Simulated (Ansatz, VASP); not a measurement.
# Si (amorphous silicon): VASP beside Ansatz

One calculation is typed for both programs; each brings its own data sets. How far apart do they land? The structure shown is the start of the Ansatz relaxation below; VASP solves that cell, so the two are compared at the walk's first step.

Program: Ansatz 0.2.0. Level of theory: plane waves, with VASP 6.6.1 beside it; single point at r2SCAN. Results are calculated unless marked as measured.

**1. The structure**

The cell holds 76 atoms: 76 Si. Cell: a = 11.777 Å, b = 11.554 Å, c = 11.412 Å, α = 90.0°, β = 90.0°, γ = 90.0°. As first built, before any earlier steps moved the atoms (in the runner's words): 76 atoms (76 Si) placed at random at 2.26 g/cm^3, melted at 3000 K for 8 ps at fixed volume with the modified Tersoff potential (Kumagai, Izumi, Hara and Sakai, Comput. Mater. Sci. 39, 457 (2007)). Quenched from 3000 K to 300 K at 60 K/ps and fixed volume, held 5 ps.

**2. Ansatz: relaxation, r2SCAN**

Ansatz runs on its default PAW (the set named soft_2) files.

The two programs are compared at the cell with which this relaxation starts, whose forces are those of its first step.

input.yaml reads:

```yaml
crystal:
  lattice:
    - [11.77698, 0.0, 0.0]
    - [0.0, 11.55448, 0.0]
    - [0.0, 0.0, 11.41188]
  atoms:
    - { symbol: Si, position: [0.19957, 0.72792, 0.53804] }
    - { symbol: Si, position: [0.70211, 0.65786, 0.5055] }
    - { symbol: Si, position: [0.59267, 0.81165, 0.41958] }
    - { symbol: Si, position: [0.46711, 0.45843, 0.05974] }
    - { symbol: Si, position: [0.53393, 0.05069, 0.70646] }
    - { symbol: Si, position: [0.11293, 0.31568, 0.31881] }
    - { symbol: Si, position: [0.18544, 0.2055, 0.15898] }
    - { symbol: Si, position: [0.26808, 0.32324, 0.45483] }
    - { symbol: Si, position: [0.60291, 0.23946, 0.6481] }
    - { symbol: Si, position: [0.79667, 0.40522, 0.07272] }
    - { symbol: Si, position: [0.90956, 0.80238, 0.9454] }
    - { symbol: Si, position: [0.3568, 0.0935, 0.79252] }
    - { symbol: Si, position: [0.49397, 0.7143, 0.25565] }
    - { symbol: Si, position: [0.805, 0.84784, 0.7682] }
    - { symbol: Si, position: [0.9033, 0.29237, 0.81368] }
    - { symbol: Si, position: [0.711, 0.2166, 0.11852] }
    - { symbol: Si, position: [0.12393, 0.47594, 0.9748] }
    - { symbol: Si, position: [0.10533, 0.85301, 0.66797] }
    - { symbol: Si, position: [0.36385, 0.77049, 0.86665] }
    - { symbol: Si, position: [0.88614, 0.74337, 0.46544] }
    - { symbol: Si, position: [0.46754, 0.56817, 0.57965] }
    - { symbol: Si, position: [0.06725, 0.1663, 0.68148] }
    - { symbol: Si, position: [0.4332, 0.98777, 0.1202] }
    - { symbol: Si, position: [0.64879, 0.53137, 0.02191] }
    - { symbol: Si, position: [0.17736, 0.34328, 0.64165] }
    - { symbol: Si, position: [0.22937, 0.86597, 0.38708] }
    - { symbol: Si, position: [0.71445, 0.94472, 0.31269] }
    - { symbol: Si, position: [0.62615, 0.73243, 0.09781] }
    - { symbol: Si, position: [0.07105, 0.73563, 0.83207] }
    - { symbol: Si, position: [0.62988, 0.93897, 0.12832] }
    - { symbol: Si, position: [0.069, 0.89089, 0.26422] }
    - { symbol: Si, position: [0.39896, 0.47355, 0.40524] }
    - { symbol: Si, position: [0.17807, 0.57983, 0.14725] }
    - { symbol: Si, position: [0.53134, 0.43465, 0.72382] }
    - { symbol: Si, position: [0.17418, 0.78412, 0.12346] }
    - { symbol: Si, position: [0.31258, 0.00859, 0.49671] }
    - { symbol: Si, position: [0.91988, 0.89981, 0.6021] }
    - { symbol: Si, position: [0.37056, 0.55344, 0.21806] }
    - { symbol: Si, position: [0.87931, 0.83133, 0.28135] }
    - { symbol: Si, position: [0.1389, 0.90285, 0.95962] }
    - { symbol: Si, position: [0.34225, 0.839, 0.21915] }
    - { symbol: Si, position: [0.55961, 0.75968, 0.89763] }
    - { symbol: Si, position: [0.39308, 0.168, 0.4065] }
    - { symbol: Si, position: [0.57263, 0.39022, 0.33952] }
    - { symbol: Si, position: [0.04345, 0.61496, 0.46817] }
    - { symbol: Si, position: [0.80007, 0.24398, 0.64554] }
    - { symbol: Si, position: [0.37837, 0.16336, 0.2019] }
    - { symbol: Si, position: [0.47397, 0.90745, 0.56065] }
    - { symbol: Si, position: [0.76722, 0.66123, 0.7008] }
    - { symbol: Si, position: [0.38659, 0.74702, 0.65721] }
    - { symbol: Si, position: [0.02715, 0.07761, 0.19382] }
    - { symbol: Si, position: [0.86379, 0.52964, 0.21851] }
    - { symbol: Si, position: [0.74392, 0.49312, 0.38556] }
    - { symbol: Si, position: [0.94349, 0.58415, 0.75455] }
    - { symbol: Si, position: [0.94915, 0.99846, 0.01118] }
    - { symbol: Si, position: [0.28642, 0.28314, 0.81861] }
    - { symbol: Si, position: [0.26829, 0.55478, 0.64338] }
    - { symbol: Si, position: [0.52786, 0.29479, 0.15752] }
    - { symbol: Si, position: [0.82681, 0.71111, 0.12021] }
    - { symbol: Si, position: [0.01391, 0.46469, 0.60202] }
    - { symbol: Si, position: [0.92773, 0.46385, 0.91956] }
    - { symbol: Si, position: [0.58598, 0.21741, 0.4433] }
    - { symbol: Si, position: [0.33108, 0.96049, 0.94488] }
    - { symbol: Si, position: [0.91928, 0.10135, 0.55781] }
    - { symbol: Si, position: [0.15357, 0.27148, 0.96826] }
    - { symbol: Si, position: [0.21103, 0.02628, 0.67219] }
    - { symbol: Si, position: [0.01493, 0.14933, 0.88417] }
    - { symbol: Si, position: [0.23857, 0.60197, 0.84793] }
    - { symbol: Si, position: [0.74434, 0.14813, 0.32155] }
    - { symbol: Si, position: [0.39022, 0.44608, 0.86908] }
    - { symbol: Si, position: [0.05258, 0.51192, 0.28879] }
    - { symbol: Si, position: [0.74372, 0.0461, 0.00229] }
    - { symbol: Si, position: [0.86911, 0.36516, 0.49353] }
    - { symbol: Si, position: [0.63747, 0.57812, 0.8238] }
    - { symbol: Si, position: [0.64644, 0.94732, 0.84329] }
    - { symbol: Si, position: [0.94033, 0.19825, 0.37265] }
kpoints:
  mp_grid: { grid: [1, 1, 1] }
hamiltonian:
  xc: r2scan
scf:
  occupations: { method: fermi_dirac, width: 0.05 }
output:
  forces: true
  stress: true
relax:
  f_tol: 0.04
  max_steps: 60
  cell: { stress_tol: 0.1, fix: [alpha, beta, gamma] }
```

Run with:

```
$ ansatz run input.yaml --threads 8 --pin off --max-ram 15360MiB --backend cpu --events-out ev --progress --plain --runs-dir out
```

Numbers of over 12 decimals in the logs are rounded to 6 here.

What it wrote:

```text
The last accepted step is kept in <dir> (removed where the run ends without a failure and the disk answers)
Engine: ansatz 0.2.0, aarch64-unknown-linux-gnu
Pseudopotentials: kind: paw
Pseudopotential: Si, paw, valence charge 4, recommended cutoff 500 eV (meta_gga), Si.paw.azcp
Functional definition: r2SCAN
  parameter k0 = 0.174
  parameter k1 = 0.065
  parameter a1 = 4.9479
  exchange = r2scan_x(k0 = k0, k1 = k1, a1 = a1)
  correlation = r2scan_c
Crystal: 76 atoms, lattice volume = 1552.893 Å³
Basis set: ecut = 500 eV, 39421 PW (Γ), exchange–correlation on 360×360×360 points (64 copies of the dense FFT grid, shifted against one another)
Bands: 228, of which v1, the nominal top of the filled ones, is band 152 counted from 1 (151 counted from 0)
Symmetry: 1 space group operations
Space group: P1 (ITA 1), of the structure as read, at distance tolerance 1.2e-4 Å
k-points: 1
Non-local potential: Si, projectors of the file, l = 0: 2, l = 1: 2, l = 2: 2
PAW form: soft (Blöchl's): semilocal exchange-correlation on the pseudo side does not see the compensation charge
PAW frozen core: Si, regenerated for the run's functional (the file was generated under x = pbe(κ = 0.804, μ = 0.219515), c = pbe(β = 0.066725))
PAW one-centre angular grid: Si, 302 points (default); XC on 160 Gauss nodes
Initial density: superposition of atomic densities (neutral atoms: chi_scale 0, normalization atom), corrected by the library's trained network
Initial wavefunctions: pseudopotential atomic-orbital guess
Functional: x = r2scan, c = r2scan; τ floored in thin density (d = 2e-4 eV/Å³)
SCF iter   1: F=—  HF=-48546.591488 eV  |F-HF|=—  |Δ(HF+E_count)|=         —  Δρ=5.30e-3  dr2=6.98e-1  dr2_τ=4.10e-1  ethr=1.77e-3  ⟨swp⟩=6.0  Hψ=1062  notcnv=0  defer=39
preconditioner: auto → Resta (q_TF=auto, 2.079 Å⁻¹)  ε∞=5.2  [insulator: Δε(μ)=0.283 eV  Ē_g=8.032 eV  σ=0.050 eV  W_gap=0.89  n_scr=250 (ndim 8)  ℏωp=16.4 eV  f_vac=0.003  D(μ)=4.79/eV (n_scr^D=6)  ε∞_Penn≈5.2]
SCF iter   2: F=—  HF=-48547.189473 eV  |F-HF|=—  |Δ(HF+E_count)|=   5.98e-1  Δρ=3.28e-3  dr2=1.64e-1  dr2_τ=6.69e-4  ethr=2.30e-4  ⟨swp⟩=3.0  Hψ=434  notcnv=0  defer=57
SCF iter   3: F=—  HF=-48547.186469 eV  |F-HF|=—  |Δ(HF+E_count)|=   3.00e-3  Δρ=1.19e-3  dr2=4.89e-2  dr2_τ=2.08e-4  ethr=5.39e-5  ⟨swp⟩=3.0  Hψ=282  notcnv=0  defer=5
automatic band count: iteration 3 solves 176 bands in place of 228: the levels show a gap, and the empty bands left out lie too high to hold charge; the band table lists the bands solved (type scf.n_extra_bands for more)
SCF iter   4: F=—  HF=-48547.184699 eV  |F-HF|=—  |Δ(HF+E_count)|=   1.77e-3  Δρ=2.14e-4  dr2=4.61e-3  dr2_τ=2.41e-5  ethr=1.61e-5  ⟨swp⟩=2.0  Hψ=225  notcnv=0  defer=5
SCF iter   5: F=—  HF=-48547.184657 eV  |F-HF|=—  |Δ(HF+E_count)|=   4.20e-5  Δρ=9.50e-5  dr2=4.86e-4  dr2_τ=2.14e-6  ethr=1.52e-6  ⟨swp⟩=2.0  Hψ=236  notcnv=0  defer=5
SCF iter   6: F=—  HF=-48547.184690 eV  |F-HF|=—  |Δ(HF+E_count)|=   3.29e-5  Δρ=4.30e-5  dr2=1.28e-4  dr2_τ=5.86e-7  ethr=1.60e-7  ⟨swp⟩=2.0  Hψ=271  notcnv=0  defer=5
SCF iter   7: F=—  HF=-48547.184720 eV  |F-HF|=—  |Δ(HF+E_count)|=   3.02e-5  Δρ=1.65e-5  dr2=2.30e-5  dr2_τ=9.84e-8  ethr=4.20e-8  ⟨swp⟩=2.0  Hψ=236  notcnv=0  defer=5
SCF iter   8: F=—  HF=-48547.185080 eV  |F-HF|=—  |Δ(HF+E_count)|=   3.60e-4  Δρ=5.83e-6  dr2=2.70e-6  dr2_τ=1.40e-8  ethr=7.58e-9  ⟨swp⟩=2.0  Hψ=239  notcnv=0  defer=5
SCF iter   9: F=—  HF=-48547.185081 eV  |F-HF|=—  |Δ(HF+E_count)|=   1.86e-7  Δρ=2.06e-6  dr2=2.15e-7  dr2_τ=1.38e-9  ethr=8.87e-10  ⟨swp⟩=2.0  Hψ=233  notcnv=0  defer=5
SCF iter  10: F=-48547.185081 eV  HF=-48547.185081 eV  |F-HF|=2.53e-8  |Δ(HF+E_count)|=   4.98e-8  Δρ=8.92e-7  dr2=5.37e-8  dr2_τ=2.65e-10  ethr=3.29e-11  ⟨swp⟩=5.0  Hψ=625  notcnv=0
SCF 1 converged in 10 iterations: F = -48547.185081 eV  dr2 = 5.37e-8
  greatest PAW one-centre occupation: 0.693 electrons in one spin orbital (limit 2), on the Si atom at site 39 (counted from 0), in its partial waves of l = 0
relax step   1: F+E_penalty+E_count = -48547.18508058 eV  Δ(F+E_penalty+E_count) = +0.000e0 eV  max|allowed force component| = 2.320e-1 eV/Å  Δτ_max = 0.0000 Å  P = -1.116 GPa  Ω = 1552.893 Å³  fix = [alpha, beta, gamma]  reactions: alpha +1.275, beta -0.426, gamma +0.635 GPa/rad  (10 SCF iters, dr2 threshold 1.00e-7 eV, accepted)
Crystal: 76 atoms, lattice volume = 1538.599 Å³
Basis set: ecut = 500 eV, 39051 PW (Γ), exchange–correlation on 360×360×360 points (64 copies of the dense FFT grid, shifted against one another)
Initial density: handed on by an earlier stage of this run
Initial wavefunctions: those handed on with the density
iter 1 solved again at ethr=5.87e-6 eV; its pass at ethr=3.10e-3 eV (dr2=1.79e-2 eV) is discarded
SCF iter   1: F=—  HF=-48547.269838 eV  |F-HF|=—  |Δ(HF+E_count)|=         —  Δρ=1.05e-3  dr2=2.01e-2  dr2_τ=1.91e-3  ethr=5.87e-6  ⟨swp⟩=2.0  Hψ=837  notcnv=0
[...]
atom  43  Si     0.00108544     0.00046525    -0.00337056
  atom  44  Si    -0.00400073     0.00230867    -0.00024556
  atom  45  Si     0.00223798     0.00519922    -0.00191049
  atom  46  Si     0.00410378    -0.00181599    -0.00249619
  atom  47  Si    -0.00058013     0.00251907     0.00453754
  atom  48  Si    -0.00025962    -0.00238189     0.00119910
  atom  49  Si    -0.00198382     0.00238806    -0.00811589
  atom  50  Si     0.01223078     0.00725580    -0.00847574
  atom  51  Si     0.00076504     0.00992196     0.01186963
  atom  52  Si    -0.00555055     0.00520285    -0.00025569
  atom  53  Si     0.00616823     0.00070004    -0.00079828
  atom  54  Si     0.00170142     0.00402704    -0.00171546
  atom  55  Si    -0.00402531    -0.00494619     0.00942252
  atom  56  Si    -0.00541681     0.00139238    -0.00480996
  atom  57  Si    -0.00996307    -0.03386059    -0.00096824
  atom  58  Si    -0.00030282     0.00001523    -0.00261097
  atom  59  Si    -0.00063101    -0.00086987    -0.00402105
  atom  60  Si     0.00074553    -0.01069780     0.00544394
  atom  61  Si    -0.00675516     0.00266346     0.01061798
  atom  62  Si     0.00220336    -0.00281304     0.00161559
  atom  63  Si     0.00572465     0.00083991     0.00590085
  atom  64  Si    -0.00466822     0.00262759     0.00073327
  atom  65  Si    -0.00005012     0.00064821     0.00008027
  atom  66  Si    -0.00311706    -0.00346108    -0.00003126
  atom  67  Si     0.00351209     0.00810540    -0.00679891
  atom  68  Si    -0.01491829     0.00389143    -0.00637723
  atom  69  Si    -0.00939059     0.00802365    -0.00166387
  atom  70  Si     0.00042115     0.01055859     0.00515153
  atom  71  Si    -0.00005926     0.00311849     0.00450485
  atom  72  Si     0.00973618    -0.00206163    -0.00784580
  atom  73  Si    -0.00606036    -0.00425920    -0.00852678
  atom  74  Si     0.00018967    -0.00769271    -0.00631040
  atom  75  Si    -0.00275257     0.00327776     0.00643049
  atom  76  Si     0.00418157    -0.00010589    -0.00686495
  max |Σ_I F_I| component: 7.62e-6 eV/Å
--- Stress (GPa, compression-positive) ---
        0.018000      -0.625754       0.440018
       -0.625754       0.016293      -1.328145
        0.440018      -1.328145       0.034677
  P = ⅓ Tr σ = 0.0230 GPa (0.230 kbar)
--- Relaxed structure (5 steps of the walk, 5 accepted, 1 SCFs on fresh bases) ---
  F+E_penalty+E_count = -48547.30633341 eV   max|allowed force component| = 3.386e-2 eV/Å   (the final SCF, on the basis selected at the relaxed cell)
  cell:  # Å, volume = 1538.3246 Å³
    - [11.745936, 0, 0]
    - [0, 11.508195, 0]
    - [0, 0, 11.380285]
  atoms:
    - { symbol: Si, position: [0.197631, 0.727950, 0.538183] }
    - { symbol: Si, position: [0.708363, 0.660568, 0.503454] }
    - { symbol: Si, position: [0.592667, 0.810898, 0.419854] }
    - { symbol: Si, position: [0.467684, 0.457478, 0.059803] }
    - { symbol: Si, position: [0.533393, 0.050460, 0.707363] }
    - { symbol: Si, position: [0.112158, 0.315405, 0.318816] }
    - { symbol: Si, position: [0.185462, 0.205866, 0.159286] }
    - { symbol: Si, position: [0.267591, 0.322295, 0.454418] }
    - { symbol: Si, position: [0.602165, 0.238824, 0.647278] }
    - { symbol: Si, position: [0.797342, 0.406230, 0.070670] }
    - { symbol: Si, position: [0.909737, 0.803309, 0.944553] }
    - { symbol: Si, position: [0.355587, 0.092111, 0.792908] }
    - { symbol: Si, position: [0.493782, 0.714601, 0.254803] }
    - { symbol: Si, position: [0.805380, 0.848143, 0.766743] }
    - { symbol: Si, position: [0.899478, 0.291172, 0.815543] }
    - { symbol: Si, position: [0.711217, 0.217619, 0.117730] }
    - { symbol: Si, position: [0.124246, 0.475995, 0.975641] }
    - { symbol: Si, position: [0.105037, 0.853914, 0.668323] }
    - { symbol: Si, position: [0.367014, 0.769065, 0.866431] }
    - { symbol: Si, position: [0.888375, 0.746512, 0.464019] }
    - { symbol: Si, position: [0.457817, 0.562475, 0.581823] }
    - { symbol: Si, position: [0.068348, 0.167027, 0.680870] }
    - { symbol: Si, position: [0.431172, 0.987758, 0.119525] }
    - { symbol: Si, position: [0.648432, 0.530918, 0.019981] }
[...]
- { symbol: Si, position: [0.743885, 0.147772, 0.320709] }
    - { symbol: Si, position: [0.392081, 0.443365, 0.869758] }
    - { symbol: Si, position: [0.052064, 0.511242, 0.287942] }
    - { symbol: Si, position: [0.742906, 0.046137, 0.00286709] }
    - { symbol: Si, position: [0.867543, 0.365753, 0.495440] }
    - { symbol: Si, position: [0.638369, 0.578413, 0.822866] }
    - { symbol: Si, position: [0.647866, 0.947645, 0.842135] }
    - { symbol: Si, position: [0.938991, 0.198515, 0.373330] }
```

The column dr2 measures how far the density is from self-consistency, as an energy; F and HF (Harris–Foulkes) agree once it is small.

(Continued in part 2 of 2.)

[Lines on the potential files, build, host, timing and source positions are cut from VASP's logs without a mark.]

[Logs are printed without paths, hosts, clocks, repeated set-up lines and the standing remarks that a program may print on its own settings, such as how far it seeks lower states.]

[Hosts, paths, dates, database ids (printed as entryN), source tags and the programs' standing remarks are cut or masked in the printed files.]
